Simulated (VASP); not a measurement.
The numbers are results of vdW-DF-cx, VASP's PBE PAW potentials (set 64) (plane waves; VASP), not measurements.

VASP input:

KPOINTS:
```
Regular mesh
0
gamma
 5 5 3
0 0 0
```

**INCAR**
```
AGGAC  =  0.0
ALGO  =  Normal
EDIFF  =  1E-6
EDIFFG  =  -0.02
ENCUT  =  520
GGA  =  CX
IBRION  =  2
ISIF  =  3
ISMEAR  =  0
LASPH  =  T
LCHARG  =  F
LMAXMIX  =  4
LREAL  =  F
LUSE_VDW  =  T
LWAVE  =  F
NELM  =  100
NSW  =  60
PREC  =  Accurate
SIGMA  =  0.05
SYSTEM  =  CdSe
```

POSCAR:
```
CdSe
1
    2.1622727506    -3.7451660235     0.0000000000
    2.1622727506     3.7451660235     0.0000000000
    0.0000000000     0.0000000000     7.0344088285
Cd Se
2 2
Direct
  0.6666670000   0.3333330000   0.5001200235
  0.3333330000   0.6666670000   0.0001200235
  0.6666670000   0.3333330000   0.8758799765
  0.3333330000   0.6666670000   0.3758799765
```

POTCAR, in this order: Cd Se (PBE.64 set). Program: vasp_std.

Output

OSZICAR:
```
       N       E                     dE             d eps       ncg     rms          rms(c)
DAV:   1     0.251184973053E+03    0.25118E+03   -0.17094E+04   440   0.146E+03
DAV:   2     0.108892643264E+02   -0.24030E+03   -0.23582E+03   500   0.349E+02
DAV:   3    -0.208547981666E+01   -0.12975E+02   -0.12901E+02   530   0.809E+01
DAV:   4    -0.219894133901E+01   -0.11346E+00   -0.11342E+00   476   0.740E+00
DAV:   5    -0.219992781157E+01   -0.98647E-03   -0.98640E-03   524   0.633E-01    0.861E+00
DAV:   6    -0.148211348431E+01    0.71781E+00   -0.17146E+00   542   0.135E+01    0.676E+00
DAV:   7    -0.145299844157E+01    0.29115E-01   -0.55978E-01   506   0.425E+00    0.274E+00
DAV:   8    -0.145163433205E+01    0.13641E-02   -0.63698E-02   464   0.289E+00    0.361E-01
DAV:   9    -0.145141795488E+01    0.21638E-03   -0.92051E-03   494   0.125E+00    0.124E-01
DAV:  10    -0.145158326380E+01   -0.16531E-03   -0.97500E-04   482   0.375E-01    0.777E-02
DAV:  11    -0.145169350790E+01   -0.11024E-03   -0.25694E-04   482   0.108E-01    0.214E-02
DAV:  12    -0.145167805794E+01    0.15450E-04   -0.87610E-05   548   0.102E-01    0.798E-03
DAV:  13    -0.145168201959E+01   -0.39616E-05   -0.16936E-05   452   0.279E-02    0.734E-03
DAV:  14    -0.145168179622E+01    0.22337E-06   -0.97351E-07   396   0.580E-03
   1 F= -.14516818E+01 E0= -.14516818E+01  d E =-.145168E+01
       N       E                     dE             d eps       ncg     rms          rms(c)
DAV:   1    -0.147833203748E+01   -0.26650E-01   -0.61170E-01   464   0.828E+00    0.120E+00
DAV:   2    -0.145557851881E+01    0.22754E-01   -0.63942E-02   446   0.321E+00    0.409E-01
DAV:   3    -0.145308167579E+01    0.24968E-02   -0.67431E-03   488   0.699E-01    0.358E-01
DAV:   4    -0.145262986725E+01    0.45181E-03   -0.67959E-04   488   0.180E-01    0.573E-02
DAV:   5    -0.145258643005E+01    0.43437E-04   -0.21717E-04   512   0.173E-01    0.219E-02
DAV:   6    -0.145258764826E+01   -0.12182E-05   -0.25996E-05   452   0.490E-02    0.724E-03
DAV:   7    -0.145258815535E+01   -0.50709E-06   -0.93894E-07   346   0.604E-03
   2 F= -.14525882E+01 E0= -.14525882E+01  d E =-.906359E-03
```

### OUTCAR
```
------------------------ aborting loop because EDIFF is reached ----------------------------------------
  FORCE on cell =-STRESS in cart. coord.  units (eV):
  Direction    XX          YY          ZZ          XY          YZ          ZX
  --------------------------------------------------------------------------------------
  Total       -0.0759657     -0.0759657     -0.0645116      0.0000000      0.0000000      0.0000000
  in kB       -1.0590898     -1.0590897     -0.8994000      0.0000000      0.0000000      0.0000000
  external PRESSURE =      -1.0058598 kB  Pullay stress =       0.0000000 kB
  volume of cell :      114.92
      direct lattice vectors                 reciprocal lattice vectors
     2.166875030 -3.753137404  0.000000000     0.230747040 -0.133221874  0.000000000
     2.166875030  3.753137404 -0.000000000     0.230747040  0.133221874  0.000000000
     0.000000000  0.000000000  7.065403589     0.000000000  0.000000000  0.141534732
  FREE ENERGIE OF THE ION-ELECTRON SYSTEM (eV)
  ---------------------------------------------------
  free  energy   TOTEN  =        -1.4525881553 eV

  energy  without entropy=       -1.4525881553  energy(sigma->0) =       -1.45258816

 reached required accuracy - stopping structural energy minimisation
```
(Selected blocks of OUTCAR.)

CONTCAR:
```
CdSe
   1.00000000000000
     2.1668750299971613   -3.7531374037117251    0.0000000000000000
     2.1668750299971613    3.7531374037117251   -0.0000000000000000
     0.0000000000000000    0.0000000000000000    7.0654035891804750
  Cd              Se
     2     2
Direct
     0.6666669999999968    0.3333330000000032    0.5000211226626603
     0.3333330000000032    0.6666669999999968    0.0000211226626603
     0.6666669999999968    0.3333330000000032    0.8759788773373445
     0.3333330000000032    0.6666669999999968    0.3759788773373445
```

### OUTCAR
```
 val. band max:        0.6857294392   @ k =   0.0000   0.0000   0.0000

 cond. band min:       1.1986583574   @ k =   0.0000   0.0000   0.0000


 Fermi energy:         0.9363016202

 k-point     1 :       0.0000    0.0000    0.0000
  band No.  band energies     occupation
      1     -11.8128      2.00000
      2     -11.4482      2.00000
      3      -7.1810      2.00000
      4      -7.1747      2.00000
      5      -7.1747      2.00000
      6      -7.1106      2.00000
      7      -7.1106      2.00000
      8      -6.8655      2.00000
      9      -6.8655      2.00000
     10      -6.8061      2.00000
     11      -6.8061      2.00000
     12      -6.5528      2.00000
     13      -3.6122      2.00000
     14      -0.0559      2.00000
     15      -0.0559      2.00000
     16       0.6407      2.00000
     17       0.6857      2.00000
     18       0.6857      2.00000
     19       1.1987      0.00000
     20       2.7725      0.00000
     21       6.4695      0.00000
     22       6.4695      0.00000

 k-point     2 :       0.2000    0.0000    0.0000
  band No.  band energies     occupation
      1     -11.7017      2.00000
      2     -11.3998      2.00000
      3      -7.1478      2.00000
      4      -7.1380      2.00000
      5      -7.0881      2.00000
      6      -7.0574      2.00000
      7      -7.0560      2.00000
      8      -6.8845      2.00000
      9      -6.8624      2.00000
     10      -6.8351      2.00000
     11      -6.7986      2.00000
     12      -6.4896      2.00000
     13      -3.3981      2.00000
     14      -1.3786      2.00000
     15      -1.0294      2.00000
     16      -0.4757      2.00000
     17       0.3497      2.00000
     18       0.4266      2.00000
     19       2.8094      0.00000
     20       3.9124      0.00000
     21       5.7726      0.00000
     22       6.6998      0.00000

 k-point     3 :       0.4000   -0.0000    0.0000
  band No.  band energies     occupation
      1     -11.4980      2.00000
...
```

The compound is CdSe in the wurtzite structure. This run relaxes it. Symmetry was kept, so distortions that lower it aren't found. The start is the result of an earlier pass.
